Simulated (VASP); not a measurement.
Data:

```cif
data_O4Sr4
_chemical_formula_sum 'Sr4 O4'
_space_group_name_H-M_alt 'Fm-3m'
_space_group_IT_number 225
_space_group_name_Hall '-F 4 2 3'
_cell_length_a 5.20479
_cell_length_b 5.20479
_cell_length_c 5.20479
_cell_angle_alpha 90.000
_cell_angle_beta 90.000
_cell_angle_gamma 90.000
loop_
_atom_site_label
_atom_site_type_symbol
_atom_site_symmetry_multiplicity
_atom_site_Wyckoff_symbol
_atom_site_fract_x
_atom_site_fract_y
_atom_site_fract_z
_atom_site_occupancy
Sr1 Sr 4 a 0.00000 0.00000 0.00000 1
O1 O 4 b 0.50000 0.50000 0.50000 1
```
(The calculation used a cell of 2 atoms; values per cell refer to that cell.)

Method: PBE GGA, VASP's PBE PAW potentials (set 64) (plane waves; VASP 6.6.1). Run with 600 eV cut-off, 8×8×8 Γ-centred mesh, Gaussian smearing of 0.050 eV, potentials Sr_sv O.

Each relaxation starts from this cell; other phases were not tried.

Task: The cell is relaxed at 1 GPa. What happens?

Result: The volume per atom goes from 17.62 to 17.41 Å³ (-1.2 %), and the cell becomes a = b = c = 5.1834 Å, α = β = γ = 90.00°, space group Fm-3m. The gap on the mesh goes from 3.28 to 3.28 eV.

Task: The cell is relaxed at 30 GPa. What happens?

Result: The volume per atom goes from 17.62 to 14.18 Å³ (-19.5 %), and the cell becomes a = 4.841 Å, b = 4.841 Å, c = 4.841 Å, α = 90.00°, β = 90.00°, γ = 90.00°, space group Fm-3m. The gap on the mesh goes from 3.28 to 2.98 eV.

Failed runs are left out, and for metals the shear rows, which the mesh's noise covers.

The compound is SrO in the rock salt structure.
